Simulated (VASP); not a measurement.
**Cd2SO: single point with r2SCAN**

Cd2SO:

```
O Cd S
1.0
     3.65083   -0.07156    0.00000
    -0.07156    3.65083    0.00000
     0.00000    0.00000    5.03288
O Cd S
1 2 1
Direct
  0.00000 0.00000 0.00000
  0.00000 0.00000 0.50000
  0.50000 0.50000 0.00000
  0.50000 0.50000 0.50000
```

The cell was built by a generator and needn't be a form met in nature.

The cell isn't the ideal one: shear_xy strain -3.9%.

| Quantity | Value |
| --- | --- |
| Program | VASP 6.6.1 |
| Task | single point |
| Functional | r2SCAN |
| Potentials or basis | VASP PAW PBE potentials, release 64 (O, Cd, S) |
| Cutoff | 520 eV |
| k mesh | 8 × 8 × 6 |
| Occupations | fermi-dirac, width 0.02 eV |
| Spin | no spin polarisation |
| Dipole correction | no |
| Further INCAR settings | ALGO = Normal; EDIFF = 1e-06; NBANDS = 26 |

```yaml
Pressure: 1.1 GPa
Band_gap_on_the_k_mesh: 0.57 eV, indirect (least direct gap 1.46 eV)
```

Stress tensor (GPa, compression positive):
```
1.06 1.75 0.00
1.75 1.06 0.00
0.00 0.00 1.12
```

Levels at points of the mesh, in eV from the valence-band top:
```tsv
k point	band 16	band 17	band 18	band 19	band 20	band 21
(0.00, 0.00, 0.00)	-1.09	-1.05	-0.90	0.57	2.00	7.20
(0.50, 0.00, 0.00)	-1.89	-0.48	-0.27	4.41	5.40	6.01
(0.50, 0.50, 0.00)	-1.93	-1.87	-1.79	0.83	2.65	7.62
(0.00, 0.00, 0.50)	-1.87	-1.33	-1.13	3.43	4.70	7.32
(0.50, 0.00, 0.50)	-0.29	-0.05	0.00	2.88	4.90	7.13
(0.50, 0.50, 0.50)	-2.41	-2.40	-2.36	3.06	6.30	6.61
```

Run time: 5.6 min on 1 thread of Intel(R) Xeon(R) Platinum 8259CL CPU @ 2.50GHz (Skylake/Cascade Lake) (shared host), peak memory 0.27 GiB.

Caveat: the PAW data sets were made with another functional, which shifts forces and pressure a little. A k mesh can miss the band edges.
